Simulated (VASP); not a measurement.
Level of theory: LDA (Ceperley-Alder, Perdew-Zunger), VASP's LDA PAW potentials (set 64) (plane waves; VASP).

Input for VASP

File POSCAR:
```
KCl
1
    0.0000000000     3.2147610000     3.2147610000
    3.2147610000     0.0000000000     3.2147610000
    3.2147610000     3.2147610000     0.0000000000
K Cl
1 1
Direct
  0.0000000000   0.0000000000   0.0000000000
  0.5000000000   0.5000000000   0.5000000000
```

**KPOINTS**
```
Automatic
0
G
  4 4 4
0 0 0
```

### INCAR
```
SYSTEM = KCl
PREC = Accurate
ENCUT = 300
EDIFF = 1E-6
NELM = 100
ALGO = Normal
LREAL = .FALSE.
LASPH = .TRUE.
ISMEAR = 0
SIGMA = 0.01
LWAVE = .FALSE.
LCHARG = .FALSE.
ISIF = 2
```

POTCAR, in this order: K_sv Cl (LDA.64 set). Program: vasp_std.

The run wrote:

OUTCAR:
```
 ion  position               nearest neighbor table
   1  0.000  0.000  0.000-   2 3.21   2 3.21   2 3.21   2 3.21   2 3.21   2 3.21
   2  0.500  0.500  0.500-   1 3.21   1 3.21   1 3.21   1 3.21   1 3.21   1 3.21
  LATTYP: Found a face centered cubic cell.
 ALAT       =     6.4295220000
 Subroutine PRICEL returns:
 Original cell was already a primitive cell.
 Subroutine GETGRP returns: Found 48 space group operations
The static configuration has the point symmetry O_h .
The dynamic configuration has the point symmetry O_h .
 Subroutine INISYM returns: Found 48 space group operations
 Subroutine IBZKPT returns following result:
 Found      8 irreducible k-points:

 Following reciprocal coordinates:
            Coordinates               Weight
  0.000000  0.000000  0.000000      1.000000
  0.250000  0.000000  0.000000      8.000000
  0.500000  0.000000  0.000000      4.000000
  0.250000  0.250000  0.000000      6.000000
  0.500000  0.250000  0.000000     24.000000
 -0.250000  0.250000  0.000000     12.000000
  0.500000  0.500000  0.000000      3.000000
 -0.250000  0.500000  0.250000      6.000000
   k-points           NKPTS =      8   k-points in BZ     NKDIM =      8   number of bands    NBANDS=     12
   number of dos      NEDOS =    301   number of ions     NIONS =      2
   total plane-waves  NPLWV =  21952
   dimension x,y,z NGX =    28 NGY =   28 NGZ =   28
   dimension x,y,z NGXF=    56 NGYF=   56 NGZF=   56
   ions per type =               1   1
   PREC   = accura    normal or accurate (medium, high low for compatibility)
   ISTART =      0    job   : 0-new  1-cont  2-samecut
   ICHARG =      2    charge: 1-file 2-atom 10-const
   ISPIN  =      1    spin polarized calculation?
   LNONCOLLINEAR =      F non collinear calculations
   LSORBIT =      F    spin-orbit coupling
   INIWAV =      1    electr: 0-lowe 1-rand  2-diag
   ENCUT  =  300.0 eV  22.05 Ry    4.70 a.u.   6.42  6.42  6.42*2*pi/ulx,y,z
   NELM   =    100;   NELMIN=  2; NELMDL= -5     # of ELM steps
   EDIFF  = 0.1E-05   stopping-criterion for ELM
   LREAL  =      F    real-space projection
   NLSPLINE    = F    spline interpolate recip. space projectors
   LMAXMIX     =    2 max onsite mixed and CHGCAR
   VOSKOWN=      0    Vosko Wilk Nusair interpolation
   EDIFFG = 0.1E-04   stopping-criterion for IOM
   NSW    =      0    number of steps for IOM
   NBLOCK =      1;   KBLOCK =      1    inner block; outer block
   IBRION =     -1    ionic relax: 0-MD 1-quasi-New 2-CG
   NFREE  =      0    steps in history (QN), initial steepest desc. (CG)
   ISIF   =      2    stress and relaxation
   ISYM   =      2    0-nonsym 1-usesym 2-fastsym
   TEIN   =    0.0    initial temperature
   TEBEG  =    0.0;   TEEND  =   0.0 temperature during run
   SMASS  =  -3.00    Nose mass-parameter (am)
   PSTRESS=    0.0 pullay stress
   NELECT =      16.0000    total number of electrons
   EFERMI =   0.00;   METHOD = LEGACY
   ISMEAR =     0;   SIGMA  =   0.01  broadening in eV -4-tet -1-fermi 0-gaus
   IALGO  =     38    algorithm
   LDIAG  =      T    sub-space diagonalisation (order eigenvalues)
   IMIX   =      4    mixing-type and parameters
     AMIX     =   0.40;   BMIX     =  1.00
     AMIX_MAG =   1.60;   BMIX_MAG =  1.00
     AMIN     =   0.10
   GGA     = CA    functional components
   VOSKOWN =     0    Vosko Wilk Nusair interpolation
   LHFCALC =     F    Hartree Fock is set to
   LHFONE  =     F    Hartree Fock one center treatment
   AEXX    =    0.0000 exact exchange contribution
   IVDW    =     0    specifies the selected vdW correction
   LEPSILON=     F    determine dielectric tensor
   LRPA    =     F    only Hartree local field effects (RPA)
  energy-cutoff  :      300.00
  volume of cell :       66.45
      direct lattice vectors                 reciprocal lattice vectors
...
```

### OSZICAR
```
       N       E                     dE             d eps       ncg     rms          rms(c)
DAV:   1     0.773829524659E+02    0.77383E+02   -0.51853E+03   192   0.770E+02
DAV:   2    -0.295572128272E+01   -0.80339E+02   -0.75609E+02   236   0.238E+02
DAV:   3    -0.745742974762E+01   -0.45017E+01   -0.44676E+01   244   0.512E+01
DAV:   4    -0.762546186904E+01   -0.16803E+00   -0.16787E+00   332   0.105E+01
DAV:   5    -0.762651531219E+01   -0.10534E-02   -0.10534E-02   252   0.721E-01    0.329E+00
DAV:   6    -0.734042955499E+01    0.28609E+00   -0.51753E-01   232   0.393E+00    0.266E+00
DAV:   7    -0.731046704758E+01    0.29963E-01   -0.90393E-02   252   0.185E+00    0.152E+00
DAV:   8    -0.730982502205E+01    0.64203E-03   -0.12672E-02   280   0.953E-01    0.174E-01
DAV:   9    -0.730997446289E+01   -0.14944E-03   -0.11001E-03   272   0.200E-01    0.773E-02
DAV:  10    -0.731009209459E+01   -0.11763E-03   -0.13486E-04   248   0.108E-01    0.134E-02
DAV:  11    -0.731009411274E+01   -0.20182E-05   -0.48658E-06   244   0.201E-02    0.678E-03
DAV:  12    -0.731009452332E+01   -0.41058E-06   -0.32076E-06   244   0.135E-02
   1 F= -.73100945E+01 E0= -.73100945E+01  d E =-.334346E-76
```

**OUTCAR**
```
------------------------ aborting loop because EDIFF is reached ----------------------------------------
  FORCE on cell =-STRESS in cart. coord.  units (eV):
  Direction    XX          YY          ZZ          XY          YZ          ZX
  --------------------------------------------------------------------------------------
  Total       -1.2168110     -1.2168110     -1.2168110     -0.0000000      0.0000000     -0.0000000
  in kB      -29.3398331    -29.3398331    -29.3398331     -0.0000000      0.0000000     -0.0000000
  external PRESSURE =     -29.3398331 kB  Pullay stress =       0.0000000 kB
  volume of cell :       66.45
      direct lattice vectors                 reciprocal lattice vectors
     0.000000000  3.214761000  3.214761000    -0.155532557  0.155532557  0.155532557
     3.214761000  0.000000000  3.214761000     0.155532557 -0.155532557  0.155532557
     3.214761000  3.214761000  0.000000000     0.155532557  0.155532557 -0.155532557
  FREE ENERGIE OF THE ION-ELECTRON SYSTEM (eV)
  ---------------------------------------------------
  free  energy   TOTEN  =        -7.3100945233 eV

  energy  without entropy=       -7.3100945233  energy(sigma->0) =       -7.31009452
```
(Selected blocks of OUTCAR.)

OUTCAR:
```
 val. band max:       -2.3258205233   @ k =   0.0000   0.0000   0.0000

 cond. band min:       2.2178017299   @ k =   0.0000   0.0000   0.0000


 Fermi energy:        -2.1962623060

 k-point     1 :       0.0000    0.0000    0.0000
  band No.  band energies     occupation
      1     -29.3183      2.00000
      2     -14.2849      2.00000
      3     -13.0111      2.00000
      4     -13.0111      2.00000
      5     -13.0111      2.00000
      6      -2.3258      2.00000
      7      -2.3258      2.00000
      8      -2.3258      2.00000
      9       2.2178      0.00000
     10       5.7237      0.00000
     11       5.7237      0.00000
     12       5.7237      0.00000

 k-point     2 :       0.2500    0.0000    0.0000
  band No.  band energies     occupation
      1     -29.3141      2.00000
      2     -14.3757      2.00000
      3     -13.0161      2.00000
      4     -13.0161      2.00000
      5     -12.8982      2.00000
      6      -2.9003      2.00000
      7      -2.4796      2.00000
      8      -2.4796      2.00000
      9       3.4475      0.00000
     10       5.4280      0.00000
     11       6.4365      0.00000
     12       6.4365      0.00000

 k-point     3 :       0.5000    0.0000    0.0000
  band No.  band energies     occupation
      1     -29.3099      2.00000
      2     -14.4546      2.00000
      3     -13.0205      2.00000
      4     -13.0205      2.00000
      5     -12.7957      2.00000
      6      -3.3466      2.00000
      7      -2.6226      2.00000
      8      -2.6226      2.00000
      9       4.6756      0.00000
     10       5.6693      0.00000
     11       7.7379      0.00000
     12       7.7379      0.00000

 k-point     4 :       0.2500    0.2500    0.0000
  band No.  band energies     occupation
      1     -29.3128      2.00000
      2     -14.3284      2.00000
      3     -13.0356      2.00000
      4     -13.0356      2.00000
      5     -12.9432      2.00000
      6      -2.9343      2.00000
...
```

At this cut-off the stress carries a Pulay error, which pulls relaxed volumes low.

The structure comes from a computed database's KCl entry; how it stands against other phases isn't given here. The cell was not relaxed at this level. The k-mesh is coarse (spacing up to 0.42 per Å, 2π included), so the numbers may not be converged in it. The run is one of a series of settings (GGA removed, KPOINTS 4×4×4 Γ-centred mesh, POTCAR K_sv Cl (LDA.64 set) against the base run), some of them coarse on purpose.
